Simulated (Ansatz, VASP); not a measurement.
# FeSi2 (Linzhiite) in two plane-wave programs, part 2 of 2

Aim: how closely do two programs agree when they are given the same cell, functional and k mesh? The cell is taken from a series of runs on this material, whose earlier steps may have relaxed, scaled, displaced or heated it; both programs get it as it stands.

VASP 6.6.1 and Ansatz 0.2.0.

So far: The structure; Ansatz: zone-centre phonons, PBEsol.

### Step 3. VASP: zone-centre phonons, PBEsol

Level of this step: PBEsol, no spin polarisation; plane waves and PAW (Si, Fe) (VASP).

The same cell, functional, mesh and smearing now go to VASP, with its own data sets.

Lines of VASP's logs that name or quote its potential files are left out, and so is its time.

INCAR reads:

```
SYSTEM = FeSi2
PREC = Accurate
ENCUT = 600
EDIFF = 1E-08
NELM = 120
ISMEAR = 1
SIGMA = 0.2
LREAL = .FALSE.
ALGO = Normal
GGA = PS
NBANDS = 14
LASPH = .TRUE.
LORBIT = 11
LWAVE = .FALSE.
LCHARG = .FALSE.
ISIF = 2
IBRION = 8
GGA_COMPAT = .FALSE.
KPAR = 2
```

POSCAR reads:

```
FeSi2
1.0
    2.7356649835      0.0000000000      0.0000000000
    0.0000000000      2.7356649835      0.0000000000
    0.0000000000      0.0000000000      5.1791290429
Si Fe
2 1
Direct
    0.5000000000      0.5000000000      0.2700228853
    0.5000000000      0.5000000000      0.7299771147
    0.0000000000      0.0000000000      0.0000000000
```

KPOINTS reads:

```
Automatic mesh
0
Gamma
16 16 8
0 0 0
```

PAW data sets: Si and Fe (PBE family, release 64).

Launch:

```bash
$ mpirun -np 2 vasp_std
```

Numbers of over 12 decimals in the logs are rounded to 6 here.

What it wrote:

```text
[banner, memory and clock lines left out]
running    2 mpi-ranks, on    1 nodes
 distrk:  each k-point on    1 cores,    2 groups
 distr:  one band on    1 cores,    1 groups

 POSCAR found type information on POSCAR SiFe
 POSCAR found :  2 types and       3 ions
|                                                                             |
|               ----> ADVICE to this user running VASP <----                  |
|                                                                             |
|     You enforced a specific xc type in the INCAR file but a different       |
|     [... a line on the potential file left out ...]
|     I HOPE YOU KNOW WHAT YOU ARE DOING!                                     |
|                                                                             |

 LDA part: xc-table for (Slater+PW92), standard interpolation
 POSCAR, INCAR and KPOINTS ok, starting setup
 FFT: planning ... GRIDC
 FFT: planning ... GRID_SOFT
 FFT: planning ... GRID
 WAVECAR not read
 entering main loop
       N       E                     dE             d eps       ncg     rms          rms(c)
DAV:   1     0.653135641752E+02    0.65314E+02   -0.76618E+03  6340   0.127E+03
DAV:   2    -0.195798470217E+02   -0.84893E+02   -0.75492E+02  6426   0.228E+02
DAV:   3    -0.236421734650E+02   -0.40623E+01   -0.38893E+01  8562   0.552E+01
DAV:   4    -0.237401240191E+02   -0.97951E-01   -0.97393E-01  7210   0.779E+00
DAV:   5    -0.237428301091E+02   -0.27061E-02   -0.27055E-02  8590   0.140E+00    0.168E+01
DAV:   6    -0.279605135321E+02   -0.42177E+01   -0.22375E+01  8096   0.112E+02    0.227E+01
DAV:   7    -0.219628472636E+02    0.59977E+01   -0.18136E+01  8346   0.982E+01    0.435E+00
DAV:   8    -0.219196047426E+02    0.43243E-01   -0.84437E-01  7304   0.675E+00    0.191E+00
DAV:   9    -0.218855142753E+02    0.34090E-01   -0.81850E-02  8478   0.559E+00    0.694E-01
DAV:  10    -0.218838008052E+02    0.17135E-02   -0.49892E-03  8128   0.780E-01    0.167E-01
DAV:  11    -0.218836991836E+02    0.10162E-03   -0.26320E-04  9370   0.330E-01    0.759E-02
DAV:  12    -0.218836978260E+02    0.13576E-05   -0.38512E-05  9126   0.868E-02    0.217E-02
DAV:  13    -0.218836957058E+02    0.21201E-05   -0.54265E-06  8062   0.346E-02    0.571E-03
DAV:  14    -0.218836958262E+02   -0.12033E-06   -0.38305E-07  7866   0.788E-03    0.150E-03
DAV:  15    -0.218836958225E+02    0.37103E-08   -0.20484E-08  6396   0.184E-03
   1 F= -.21883696E+02 E0= -.21884037E+02  d E =0.102246E-02
 Linear response reoptimize wavefunctions to high precision
DAV:   1    -0.218836958314E+02   -0.88990E-08   -0.33689E-09  6902   0.495E-04
DAV:   2    -0.218836958314E+02   -0.15802E-10   -0.75013E-11  4500   0.838E-05
 Linear response DOF=           4
 Linear response progress:
  Degree of freedom:   1/  4
       N       E                     dE             d eps       ncg     rms          rms(c)
RMM:   1    -0.123861292691E-01   -0.12386E-01    0.81297E-04 36518   0.856E-01
RMM:   2    -0.116404004035E-01    0.74573E-03   -0.40938E-04 22098   0.388E-01    0.661E-02
RMM:   3    -0.117010875505E-01   -0.60687E-04   -0.25910E-04 26911   0.123E-01    0.365E-02
RMM:   4    -0.117891168505E-01   -0.88029E-04   -0.34056E-05 25141   0.504E-02    0.588E-03
RMM:   5    -0.117869736289E-01    0.21432E-05   -0.62007E-06 28400   0.159E-02    0.310E-03
RMM:   6    -0.117676634819E-01    0.19310E-04   -0.87194E-07 27121   0.673E-03    0.102E-03
RMM:   7    -0.117720923958E-01   -0.44289E-05   -0.10059E-07 25455   0.264E-03    0.439E-04
RMM:   8    -0.117720984318E-01   -0.60360E-08   -0.81029E-09 24952   0.102E-03    0.225E-04
 first order change of Fermi-energy  -0.37228E-03
 force on displaced ion       1 direction 1 :  -4.140   0.000  -0.002
 Linear response progress:
  Degree of freedom:   2/  4
       N       E                     dE             d eps       ncg     rms          rms(c)
RMM:   1    -0.318816403301E-01   -0.31882E-01    0.93837E-02 14573   0.157E+00
RMM:   2    -0.300450274299E-01    0.18366E-02   -0.15470E-03  8630   0.620E-01    0.168E-01
RMM:   3    -0.305838026745E-01   -0.53878E-03   -0.15174E-03  7892   0.476E-01    0.236E-01
RMM:   4    -0.300878521309E-01    0.49595E-03   -0.74739E-04  7376   0.372E-01    0.696E-02
RMM:   5    -0.301835943466E-01   -0.95742E-04   -0.14803E-04 10074   0.848E-02    0.228E-02
RMM:   6    -0.302026717182E-01   -0.19077E-04   -0.11025E-05  9784   0.272E-02    0.905E-03
RMM:   7    -0.302094337978E-01   -0.67621E-05   -0.16201E-06  8902   0.152E-02    0.147E-03
RMM:   8    -0.302085820967E-01    0.85170E-06   -0.55670E-07 10655   0.571E-03    0.595E-04
RMM:   9    -0.302080855304E-01    0.49657E-06   -0.36412E-08 10444   0.149E-03    0.371E-04
RMM:  10    -0.302081729099E-01   -0.87379E-07    0.18165E-09 10359   0.485E-04    0.578E-05
RMM:  11    -0.302081464974E-01    0.26412E-07   -0.43637E-10 10498   0.177E-04    0.234E-05
RMM:  12    -0.302081171388E-01    0.29359E-07    0.10288E-11 10633   0.689E-05    0.602E-06
RMM:  13    -0.302081133191E-01    0.38197E-08    0.12686E-10 10625   0.361E-05    0.236E-06
 first order change of Fermi-energy   0.70078E-01
 force on displaced ion       1 direction 3 :  -0.000   0.000 -16.310
 Linear response progress:
  Degree of freedom:   3/  4
       N       E                     dE             d eps       ncg     rms          rms(c)
RMM:   1    -0.164128493796E+00   -0.16413E+00   -0.86265E-02 18931   0.245E+00
RMM:   2    -0.163732548343E+00    0.39595E-03   -0.17285E-03 15182   0.509E-01    0.202E-01
RMM:   3    -0.163551399956E+00    0.18115E-03   -0.33865E-04 17792   0.129E-01    0.121E-01
RMM:   4    -0.163957010257E+00   -0.40561E-03   -0.34250E-04 18021   0.131E-01    0.964E-03
RMM:   5    -0.163900498885E+00    0.56511E-04   -0.85307E-06 18197   0.256E-02    0.712E-03
RMM:   6    -0.163893672389E+00    0.68265E-05   -0.13714E-06 14999   0.149E-02    0.588E-03
RMM:   7    -0.163886650241E+00    0.70221E-05   -0.31808E-07 14926   0.801E-03    0.775E-04
RMM:   8    -0.163881150135E+00    0.55001E-05   -0.11668E-07 18920   0.226E-03    0.309E-04
RMM:   9    -0.163879922344E+00    0.12278E-05   -0.18012E-08 17680   0.773E-04    0.996E-05
RMM:  10    -0.163879311839E+00    0.61050E-06   -0.97628E-09 18825   0.279E-04    0.438E-05
RMM:  11    -0.163879314245E+00   -0.24060E-08   -0.90812E-09 18809   0.118E-04    0.129E-05
 first order change of Fermi-energy   0.49455E-03
 force on displaced ion       3 direction 1 :  -7.042   0.000   0.000
 Linear response progress:
  Degree of freedom:   4/  4
       N       E                     dE             d eps       ncg     rms          rms(c)
RMM:   1    -0.186316022563E+00   -0.18632E+00   -0.99830E-02 11539   0.233E+00
RMM:   2    -0.180207091152E+00    0.61089E-02   -0.20894E-03  8026   0.720E-01    0.225E-01
RMM:   3    -0.179397642616E+00    0.80945E-03   -0.15930E-03  9820   0.265E-01    0.121E-01
RMM:   4    -0.179513874578E+00   -0.11623E-03   -0.32996E-04 10039   0.105E-01    0.569E-02
RMM:   5    -0.179785863080E+00   -0.27199E-03   -0.10894E-04  9627   0.854E-02    0.147E-02
RMM:   6    -0.179792708121E+00   -0.68450E-05   -0.74511E-06  8210   0.317E-02    0.640E-03
RMM:   7    -0.179796540856E+00   -0.38327E-05   -0.29700E-06 10108   0.122E-02    0.281E-03
RMM:   8    -0.179779564470E+00    0.16976E-04   -0.28395E-07  9122   0.477E-03    0.769E-04
RMM:   9    -0.179779091396E+00    0.47307E-06   -0.67799E-08 10290   0.188E-03    0.420E-04
RMM:  10    -0.179778660919E+00    0.43048E-06   -0.19050E-08 10603   0.512E-04    0.173E-04
RMM:  11    -0.179778730424E+00   -0.69505E-07   -0.13328E-08  9811   0.253E-04    0.458E-05
RMM:  12    -0.179778869620E+00   -0.13920E-06   -0.13043E-08 10944   0.127E-04    0.119E-05
RMM:  13    -0.179778873863E+00   -0.42429E-08   -0.12016E-08 10857   0.653E-05    0.930E-06
 first order change of Fermi-energy   0.37080E-02
 force on displaced ion       3 direction 3 :  -0.000   0.000 -11.483
 Linear response finished
```

From OUTCAR (step 3):

```text
ion  position               nearest neighbor table
   1  0.500  0.500  0.270-   2 2.38   3 2.39   3 2.39   3 2.39   3 2.39   2 2.80
   2  0.500  0.500  0.730-   1 2.38   3 2.39   3 2.39   3 2.39   3 2.39   1 2.80
   3  0.000  0.000  0.000-   1 2.39   2 2.39   1 2.39   2 2.39   1 2.39   2 2.39   1 2.39   2 2.39

  LATTYP: Found a simple tetragonal cell.
 ALAT       =     2.7356649835
 C/A-ratio  =     1.8931883378

 Subroutine GETGRP returns: Found 16 space group operations
 (whereof 16 operations were pure point group operations)

The static configuration has the point symmetry D_4h.

 Found    225 irreducible k-points:

   k-points           NKPTS =    225   k-points in BZ     NKDIM =    225   number of bands    NBANDS=     14

   dimension x,y,z NGX =    24 NGY =   24 NGZ =   42
   dimension x,y,z NGXF=    48 NGYF=   48 NGZF=   84

   ENCUT  =  600.0 eV  44.10 Ry    6.64 a.u.   5.46  5.46 10.34*2*pi/ulx,y,z

   NELECT =      16.0000    total number of electrons

 k-points in reciprocal lattice and weights: Automatic mesh
   0.00000000  0.00000000  0.00000000       0.000
   0.06250000  0.00000000  0.00000000       0.002
   0.12500000  0.00000000  0.00000000       0.002
   0.18750000  0.00000000  0.00000000       0.002
   0.25000000  0.00000000  0.00000000       0.002
   0.31250000  0.00000000  0.00000000       0.002
   0.37500000  0.00000000  0.00000000       0.002
   0.43750000  0.00000000  0.00000000       0.002
   0.50000000  0.00000000  0.00000000       0.001
[...]
0.50000000  0.43750000  0.50000000       0.002
   0.50000000  0.50000000  0.50000000       0.000

 average (electrostatic) potential at core
       1 -80.3794       2 -80.3794       3 -39.8850

  Total       -2.3433168     -2.3433168     -2.3304760      0.0000000      0.0000000      0.0000000
  in kB      -96.8632491    -96.8632491    -96.3324620      0.0000000      0.0000000      0.0000000
  external PRESSURE =     -96.6863200 kB  Pullay stress =       0.0000000 kB

  energy-cutoff  :      600.00
  volume of cell :       38.76
      direct lattice vectors                 reciprocal lattice vectors
     2.735664983  0.000000000  0.000000000     0.365541836  0.000000000  0.000000000
     0.000000000  2.735664983  0.000000000     0.000000000  0.365541836  0.000000000
     0.000000000  0.000000000  5.179129043     0.000000000  0.000000000  0.193082658

 POSITION                                       TOTAL-FORCE (eV/Angst)
 -----------------------------------------------------------------------------------
      1.36783      1.36783      1.39848        -0.000000      0.000000      0.011885
      1.36783      1.36783      3.78065         0.000000      0.000000     -0.011885
      0.00000      0.00000      0.00000        -0.000000      0.000000      0.000000
 -----------------------------------------------------------------------------------
    total drift:                               -0.000000      0.000000      0.000000

 Eigenvectors and eigenvalues of the dynamical matrix
 ----------------------------------------------------

   1 f  =   15.296870 THz    96.113070 2PiTHz  510.248668 cm-1    63.262744 meV
             X         Y         Z           dx          dy          dz
      1.367832  1.367832  1.398483    -0.000000    0.000000    0.707107
      1.367832  1.367832  3.780646     0.000000   -0.000000   -0.707107
      0.000000  0.000000  0.000000     0.000000   -0.000000    0.000000

   2 f  =   10.006179 THz    62.870674 2PiTHz  333.770191 cm-1    41.382211 meV
             X         Y         Z           dx          dy          dz
      1.367832  1.367832  1.398483    -0.000000    0.000000   -0.499057
      1.367832  1.367832  3.780646    -0.000000    0.000000   -0.499057
      0.000000  0.000000  0.000000    -0.000000    0.000000    0.708438

   3 f  =    7.840728 THz    49.264745 2PiTHz  261.538524 cm-1    32.426630 meV
             X         Y         Z           dx          dy          dz
      1.367832  1.367832  1.398483    -0.488454   -0.103746   -0.000000
      1.367832  1.367832  3.780646    -0.488454   -0.103746    0.000000
      0.000000  0.000000  0.000000     0.692575    0.147100    0.000000

   4 f  =    7.840728 THz    49.264745 2PiTHz  261.538524 cm-1    32.426630 meV
             X         Y         Z           dx          dy          dz
      1.367832  1.367832  1.398483    -0.103746    0.488454    0.000000
      1.367832  1.367832  3.780646    -0.103746    0.488454    0.000000
      0.000000  0.000000  0.000000     0.147100   -0.692575    0.000000

   5 f  =    6.434072 THz    40.426467 2PiTHz  214.617542 cm-1    26.609172 meV
             X         Y         Z           dx          dy          dz
      1.367832  1.367832  1.398483    -0.600983   -0.372584    0.000000
      1.367832  1.367832  3.780646     0.600983    0.372584   -0.000000
      0.000000  0.000000  0.000000     0.000000   -0.000000    0.000000

   6 f  =    6.434072 THz    40.426467 2PiTHz  214.617542 cm-1    26.609172 meV
             X         Y         Z           dx          dy          dz
      1.367832  1.367832  1.398483    -0.372584    0.600983    0.000000
      1.367832  1.367832  3.780646     0.372584   -0.600983   -0.000000
      0.000000  0.000000  0.000000     0.000000   -0.000000    0.000000

   7 f/i=    0.001121 THz     0.007046 2PiTHz    0.037406 cm-1     0.004638 meV
             X         Y         Z           dx          dy          dz
      1.367832  1.367832  1.398483     0.394317   -0.308486   -0.000000
      1.367832  1.367832  3.780646     0.394317   -0.308486    0.000000
      0.000000  0.000000  0.000000     0.556202   -0.435133    0.000000

   8 f/i=    0.001121 THz     0.007046 2PiTHz    0.037406 cm-1     0.004638 meV
             X         Y         Z           dx          dy          dz
      1.367832  1.367832  1.398483     0.308486    0.394317   -0.000000
      1.367832  1.367832  3.780646     0.308486    0.394317   -0.000000
      0.000000  0.000000  0.000000     0.435133    0.556202    0.000000

   9 f/i=    0.004436 THz     0.027870 2PiTHz    0.147959 cm-1     0.018345 meV
             X         Y         Z           dx          dy          dz
      1.367832  1.367832  1.398483    -0.000000    0.000000   -0.500942
      1.367832  1.367832  3.780646    -0.000000    0.000000   -0.500942
      0.000000  0.000000  0.000000    -0.000000    0.000000   -0.705773

 ELASTIC MODULI CONTR FROM IONIC RELAXATION (kBar)
 Direction    XX          YY          ZZ          XY          YZ          ZX
 --------------------------------------------------------------------------------
 XX        -136.8982   -136.8982      1.1419      0.0000      0.0000     -0.0000
 YY        -136.8982   -136.8982      1.1419      0.0000      0.0000     -0.0000
 ZZ           1.1419      1.1419     -0.0095      0.0000     -0.0000      0.0000
 XY           0.0000      0.0000      0.0000      0.0000      0.0000      0.0000
 YZ           0.0000      0.0000     -0.0000      0.0000   -306.9002     -0.0000
 ZX          -0.0000     -0.0000      0.0000      0.0000     -0.0000   -222.2147
 --------------------------------------------------------------------------------
```

This run has no spin polarisation, so a moment on Fe, if there is one, isn't seen.

### Step 4. Comparison

Known differences besides the potentials themselves: the data sets hold 24 valence electrons in Ansatz (on its PAW soft_1 files) and 16 in VASP; the cutoff is 420 eV in Ansatz and 600 eV in VASP; Ansatz makes its cores anew for this functional, VASP keeps those of its PBE data sets. Total energies have different zeros and are not compared.

Both answers:

```tsv
quantity	Ansatz	VASP	difference
optical mode 1 to 2 (cm⁻¹)	212.8	214.6	-0.84 %
optical mode 3 to 4 (cm⁻¹)	256.9	261.5	-1.79 %
optical mode 5 (cm⁻¹)	330.7	333.8	-0.91 %
optical mode 6 (cm⁻¹)	509.5	510.2	-0.15 %
```

Modes are paired by rising frequency, not by their patterns, so a pair may set unlike modes beside each other; they are those without the splitting of longitudinal modes.

### Step 5. Results

| Item | Value |
| --- | --- |
| r.m.s. difference of the optical zone-centre modes, each program's sorted by frequency (zone-centre phonons, PBEsol) | 3.2 cm⁻¹ |
| difference in optical mode 3 to 4 (zone-centre phonons, PBEsol) | -1.8 % |

What this shows: The r.m.s. difference of the optical zone-centre modes, each program's sorted by frequency is 3.2 cm⁻¹ (zone-centre phonons, PBEsol). The data sets hold unlike numbers of valence electrons (24 in Ansatz and 16 in VASP), so part of the differences comes from the potentials. Among the rows given in per cent, the largest difference of the zone-centre phonons, PBEsol pair is in optical mode 3 to 4, -1.8 %. Such differences can come from data sets, numerical settings and the points named under the comparisons, not from the functional's error against experiment.

[Lines on the potential files, build, host, timing and source positions are cut from VASP's logs without a mark.]

[Logs are printed without paths, hosts, clocks, repeated set-up lines and the standing remarks that a program may print on its own settings, such as how far it seeks lower states.]

[Hosts, paths, dates, database ids (printed as entryN), source tags and the programs' standing remarks are cut or masked in the printed files.]
